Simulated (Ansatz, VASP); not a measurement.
# BP: VASP beside Ansatz

One calculation is typed for both programs; each brings its own data sets. How far apart do they land? The cell is taken from a series of runs on this material, whose earlier steps may have relaxed, scaled, displaced or heated it; both programs get it as it stands.

Method: plane waves, with VASP 6.6.1 beside it; zone-centre phonons at LDA, in Ansatz 0.2.0.

## (1) The structure

Symmetry: F-43m, No. 216, cubic system. The conventional cell has a = 4.468 Å, b = 4.468 Å, c = 4.468 Å, α = 90.00°, β = 90.00°, γ = 90.00°. Nearest to B lie 4 P at 1.93 Å. Nearest to P lie 4 B at 1.93 Å. Farther neighbours are not listed.

## (2) Ansatz: zone-centre phonons, LDA, pair 1

Ansatz runs on its default PAW (the set named soft_2) files.

Second derivatives magnify differences that forces hide, and they need a tight electronic threshold.

Input file input.yaml:

```yaml
crystal:
  lattice:
    - [0.0, 2.2339491771, 2.2339491771]
    - [2.2339491771, 0.0, 2.2339491771]
    - [2.2339491771, 2.2339491771, 0.0]
  atoms:
    - { symbol: B, position: [0.0, 0.0, 0.0] }
    - { symbol: P, position: [0.25, 0.25, 0.25] }
kpoints:
  mp_grid: { grid: [10, 10, 10] }
hamiltonian:
  xc: lda
scf:
  occupations: { method: fixed }
output:
  eigenvalues: true
phonons:
  method: dfpt
  dielectric: true
  rigid_motions: translations
```

The run is started by

```console
> ansatz run input.yaml --threads 4 --pin off --max-ram 7168MiB --backend cpu --events-out ev --progress --plain --runs-dir out
```

Numbers of over 12 decimals in the logs are rounded to 6 here.

The program printed:

```text
Engine: ansatz 0.2.0, aarch64-unknown-linux-gnu
Pseudopotentials: kind: paw
Pseudopotential: B, paw, valence charge 3, recommended cutoff 420 eV (normal), B.paw.azcp
Pseudopotential: P, paw, valence charge 5, recommended cutoff 420 eV (normal), P.paw.azcp
Functional definition: SPW92
  exchange = slater_x
  correlation = pw_c
Crystal: 2 atoms, lattice volume = 22.297 Å³
Basis set: ecut = 420 eV, 411 PW (Γ), exchange–correlation on 48×48×48 points (8 copies of the dense FFT grid, shifted against one another)
Bands: 8, of which v1, the nominal top of the filled ones, is band 4 counted from 1 (3 counted from 0)
Symmetry: 24 space group operations
k-points: 171 of 1000 (irreducible under 4 space group operations, time reversal used)
Non-local potential: B, projectors of the file, l = 0: 2, l = 1: 2, l = 2: 1
Non-local potential: P, projectors of the file, l = 0: 2, l = 1: 2, l = 2: 2
PAW form: soft (Blöchl's): semilocal exchange-correlation on the pseudo side does not see the compensation charge
PAW frozen core: B, regenerated for the run's functional, and the local potential with it (the file was generated under x = pbe(κ = 0.804, μ = 0.219515), c = pbe(β = 0.066725))
PAW frozen core: P, regenerated for the run's functional, and the local potential with it (the file was generated under x = pbe(κ = 0.804, μ = 0.219515), c = pbe(β = 0.066725))
PAW one-centre angular grid: B, 110 points (default); XC on 64 Gauss nodes
PAW one-centre angular grid: P, 110 points (default); XC on 64 Gauss nodes
Initial density: superposition of atomic densities (neutral atoms: chi_scale 0, normalization atom), corrected by the library's trained network
Initial wavefunctions: pseudopotential atomic-orbital guess
Functional: x = slater, c = lda
SCF iter   1: F=—  HF=-876.635894 eV  |F-HF|=—  |Δ(HF+E_count)|=         —  Δρ=5.43e-3  dr2=4.99e-3  ethr=1.77e-3  ⟨swp⟩=5.0  Hψ=10042  notcnv=0  defer=319
preconditioner: auto → none  [insulator: Δε(μ)=1.122 eV  Ē_g=13.051 eV  n_scr=0 (ndim 8)  ℏωp=22.2 eV  f_vac=0.000  ε∞_Penn≈3.9]
SCF iter   2: F=—  HF=-876.635005 eV  |F-HF|=—  |Δ(HF+E_count)|=   8.90e-4  Δρ=2.44e-3  dr2=8.09e-4  ethr=6.24e-5  ⟨swp⟩=2.4  Hψ=3368  notcnv=0  defer=327
SCF iter   3: F=—  HF=-876.634822 eV  |F-HF|=—  |Δ(HF+E_count)|=   1.83e-4  Δρ=1.08e-3  dr2=1.22e-4  ethr=1.01e-5  ⟨swp⟩=3.0  Hψ=2292  notcnv=0  defer=329
SCF iter   4: F=—  HF=-876.634808 eV  |F-HF|=—  |Δ(HF+E_count)|=   1.33e-5  Δρ=4.80e-4  dr2=2.56e-5  ethr=1.52e-6  ⟨swp⟩=1.0  Hψ=1368  notcnv=0  defer=290
SCF iter   5: F=—  HF=-876.634804 eV  |F-HF|=—  |Δ(HF+E_count)|=   4.40e-6  Δρ=1.13e-4  dr2=1.84e-6  ethr=3.20e-7  ⟨swp⟩=1.0  Hψ=1368  notcnv=0  defer=269
SCF iter   6: F=—  HF=-876.634804 eV  |F-HF|=—  |Δ(HF+E_count)|=   1.30e-7  Δρ=1.74e-5  dr2=7.42e-8  ethr=2.30e-8  ⟨swp⟩=2.0  Hψ=1989  notcnv=0  defer=265
SCF iter   7: F=—  HF=-876.634804 eV  |F-HF|=—  |Δ(HF+E_count)|=   2.44e-9  Δρ=1.25e-6  dr2=2.21e-10  ethr=9.27e-10  ⟨swp⟩=2.2  Hψ=2031  notcnv=0  defer=267
SCF iter   8: F=-876.634804 eV  HF=-876.634804 eV  |F-HF|=1.33e-11  |Δ(HF+E_count)|=  3.63e-11  Δρ=2.57e-7  dr2=1.74e-11  ethr=1.25e-12  ⟨swp⟩=10.2  Hψ=9475  notcnv=0
SCF 1 converged in 8 iterations: F = -876.634804 eV  dr2 = 1.74e-11
  greatest PAW one-centre occupation: 0.772 electrons in one spin orbital (limit 2), on the P atom at site 1 (counted from 0), in its partial waves of l = 0
NSCF: frozen V_eff on 12 k-points
DFPT response loops at Γ: preconditioner auto → none (the input reference at scf.mixing.eps_inf says where Resta's filter doesn't serve); β = 0.50; Broyden in place of MSR1
── the response to a field inside a basis, on 10×10×10 k-points: an SCF that follows is theirs, and a resumed run solves both again ──
Bands: 5, of which v1, the nominal top of the filled ones, is band 4 counted from 1 (3 counted from 0)
k-points: 110 of 1000 (irreducible under 6 space group operations, time reversal used)
Initial density: handed on by an earlier stage of this run
Initial wavefunctions: pseudopotential atomic-orbital guess (no wavefunctions were taken with the density)
Eigensolver: Dense (110 Hₖ)
SCF iter   1: F=—  HF=-876.635871 eV  |F-HF|=—  |Δ(HF+E_count)|=         —  Δρ=1.97e-4  dr2=1.07e-6  ethr=1.00e-1
preconditioner: auto → none  [insulator: Δε(μ)=1.354 eV  Ē_g=10.018 eV  n_scr=0 (ndim 8)  ℏωp=22.2 eV  f_vac=0.000  ε∞_Penn≈5.9]
SCF iter   2: F=—  HF=-876.635872 eV  |F-HF|=—  |Δ(HF+E_count)|=   1.20e-6  Δρ=1.00e-4  dr2=2.81e-7  ethr=1.34e-8
SCF iter   3: F=-876.635872 eV  HF=-876.635872 eV  |F-HF|=1.89e-8  |Δ(HF+E_count)|=   4.28e-7  Δρ=9.15e-6  dr2=2.38e-8  ethr=3.52e-9
SCF 1 converged in 3 iterations: F = -876.635872 eV  dr2 = 2.38e-8
  greatest PAW one-centre occupation: 0.773 electrons in one spin orbital (limit 2), on the P atom at site 1 (counted from 0), in its partial waves of l = 0
DFPT response loops at Γ: mixed as the last ones told, above
SCF converged after 8 iterations
Free energy (F): -876.634804 eV
Harris-Foulkes:  -876.634804 eV  (|F-HF|=1.33e-11)
Internal energy: -876.634804 eV  (E = F + TS)
E sigma→0 (E₀):  -876.634804 eV
Fermi energy:    9.700449 eV
--- Per-component energies (eV) ---
  E_band       = 24.453074
  E_kinetic    = 124.423839
  E_local      = -66.845295  (includes V_loc(G=0)·N_el)
  E_nonlocal   = 47.234262
  E_hartree    = 16.402168
  E_xc         = -95.222783
  E_vxc        = -101.595096  (∫ρ·V_xc dr)
  E_paw        = -612.819279  (= ΣΔE_a)
  E_vpaw       = -11.568975  (= ΣTr[D̂ρ^β])
  E_aug_tail   = -0.000000  (compensation charges beyond the density's cutoff)
  E_ewald      = -289.970900
  E_core_change = 0.163186  (= ΣΔE_core)
  E_smearing   = -0.000000  (= −TS)
  E_closure    = 0.000000  (closes the sum)
  Σ components = -876.634804   (vs F -876.634804, Δ=0.00e0)
--- Band table (eV; the first three rows and the last of 171) ---
  k-point 0: bands = ["-6.1130", "9.7004", "9.7004", "9.7004", "13.1524", "13.1524", "13.1524", "17.7719"]
  k-point 1: bands = ["-5.9262", "8.3759", "9.3953", "9.3953", "13.5733", "13.5733", "13.6198", "18.2314"]
  k-point 2: bands = ["-5.3723", "5.9760", "8.8203", "8.8203", "13.8964", "14.3021", "14.3021", "19.2011"]
  k-point 170: bands = ["-1.0486", "1.6014", "3.5393", "4.7985", "14.5072", "16.0110", "17.6196", "18.2605"]
--- Phonons (Γ-DFPT): 2 representative perturbations + reference, on 171 of 1000 k-points (Σ response iterations 6) ---
  k mesh reduced under 4 symmetry operations, with k and −k counted as one. Each operation leaves every solved perturbation unchanged. A smaller set is not considered because the run solves the response to a homogeneous field
  ASR residual: 1.424e-4 → 0.000e0 eV/Å²; symmetrization residual: 3.176e-7 eV/Å²
  ASR residual per site (eV/Å²): 4.11e-5 1.42e-4
  Γ frequencies (cm⁻¹): 0.00 0.00 0.00 833.31 833.31 833.31
  ε∞ (high-frequency dielectric tensor):
        9.174591     0.000000     0.000000
        0.000000     9.174591     0.000000
        0.000000     0.000000     9.174591
  ε⁰ (static dielectric tensor: ions relaxed, cell fixed):
        9.362934     0.000000     0.000000
        0.000000     9.362934     0.000000
        0.000000     0.000000     9.362934
  ε⁰ − ε∞ (ionic part):
        0.188342     0.000000    -0.000000
        0.000000     0.188342     0.000000
       -0.000000     0.000000     0.188342
  softest optical mode at Γ: 833.31 cm⁻¹; the repairs (sum rule, projections) moved no ω² at Γ by more than (1.14 cm⁻¹)²
  Born effective charges Z* (e; rows j = field, columns β = displacement):
    site 0:
        -0.68913   -0.00000    0.00000
        -0.00000   -0.68913   -0.00000
         0.00000   -0.00000   -0.68913
    site 1:
         0.68913    0.00000   -0.00000
         0.00000    0.68913    0.00000
        -0.00000    0.00000    0.68913
  Z* charge neutrality: 8.090e-5 e pre-enforcement
  solved inside a basis spanned on kpoints, on 10×10×10 k-points, its susceptibility summed on 14×14×14: ε∞ is read to err by 2.7e-2, Z* by 5.4e-3 e (field_mesh: kpoints solves on kpoints); Z* is corrected for what the basis lacks
  optical modes at Γ without the LO–TO term, one row a degenerate level:
      ω (cm⁻¹)  modes    IR ((D/Å)²/amu)
        833.31      3             4.1018
  optical modes at Γ + LO–TO along q̂ = [1.0000, 0.0000, 0.0000]:
      ω (cm⁻¹)  modes    IR ((D/Å)²/amu)
        833.31      2             2.7345
        841.82      1             1.3673
  optical modes at Γ + LO–TO along q̂ = [0.0000, 1.0000, 0.0000]:
      ω (cm⁻¹)  modes    IR ((D/Å)²/amu)
        833.31      2             2.7345
        841.82      1             1.3673
  optical modes at Γ + LO–TO along q̂ = [0.0000, 0.0000, 1.0000]:
      ω (cm⁻¹)  modes    IR ((D/Å)²/amu)
        833.31      2             2.7345
        841.82      1             1.3673
```

In the SCF lines HF is the Harris–Foulkes energy and dr2 the Hartree energy of the density residual, in eV; the loop may stop once dr2 is under the threshold and the program's other checks hold. Hψ counts applications of the Hamiltonian.

(Continued in part 2 of 3.)

[Lines on the potential files, build, host, timing and source positions are cut from VASP's logs without a mark.]

[Logs are printed without paths, hosts, clocks, repeated set-up lines and the standing remarks that a program may print on its own settings, such as how far it seeks lower states.]

[Hosts, paths, dates, database ids (printed as entryN), source tags and the programs' standing remarks are cut or masked in the printed files.]
